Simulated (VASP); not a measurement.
Crystal: Ta2SiO3.

```
CELL_PARAMETERS angstrom
5.24000 0.00000 0.00000
0.00000 5.24000 0.00000
0.00000 0.00000 5.24000
ATOMIC_POSITIONS crystal
Ta 0.75000 0.25000 0.75000
Ta 0.25000 0.75000 0.75000
Ta 0.25000 0.25000 0.25000
Ta 0.75000 0.75000 0.25000
Si 0.00000 0.00000 0.00000
Si 0.50000 0.50000 0.50000
O 0.00000 0.50000 0.00000
O 0.00000 0.50000 0.50000
O 0.50000 0.00000 0.50000
O 0.50000 0.00000 0.00000
O 0.50000 0.50000 0.00000
O 0.00000 0.00000 0.50000
```

The cell was built by a generator and needn't be a form met in nature.

```yaml
Program: VASP 6.6.1
Task: relaxation of cell and atoms
Functional: PBE
Potentials_or_basis: VASP PAW PBE potentials, release 64 (Ta_pv, Si, O)
Cutoff: 520 eV
k_mesh: 3 × 3 × 3
Occupations: gaussian, width 0.15 eV
Spin: no spin polarisation
```

At the start: pressure 16.5 GPa; volume 11.99 Å³/atom.

Problem. Where does the relaxation end?

Solution. Over 3 steps the energy falls by 45.5 meV/atom and the volume is 12.95 Å³/atom (+8.0 %); space group Pn-3m (No. 224, to 0.05 Å).

The path:
```csv
step,energy change (eV),largest force (eV/Å),pressure (GPa),volume (Å³)
1,0.0000,0.0000,16.54,143.88
2,0.2723,0.0000,-15.06,171.21
3,-0.5457,0.0000,-0.09,155.44
```

Final structure:
```
CELL_PARAMETERS angstrom
5.37672 0.00000 0.00000
0.00000 5.37672 0.00000
0.00000 0.00000 5.37672
ATOMIC_POSITIONS crystal
Ta 0.75000 0.25000 0.75000
Ta 0.25000 0.75000 0.75000
Ta 0.25000 0.25000 0.25000
Ta 0.75000 0.75000 0.25000
Si 0.00000 0.00000 0.00000
Si 0.50000 0.50000 0.50000
O 0.00000 0.50000 0.00000
O 0.00000 0.50000 0.50000
O 0.50000 0.00000 0.50000
O 0.50000 0.00000 0.00000
O 0.50000 0.50000 0.00000
O 0.00000 0.00000 0.50000
```

Caveat: the k mesh is coarse (spacing up to 0.40 Å⁻¹), so the values aren't converged.
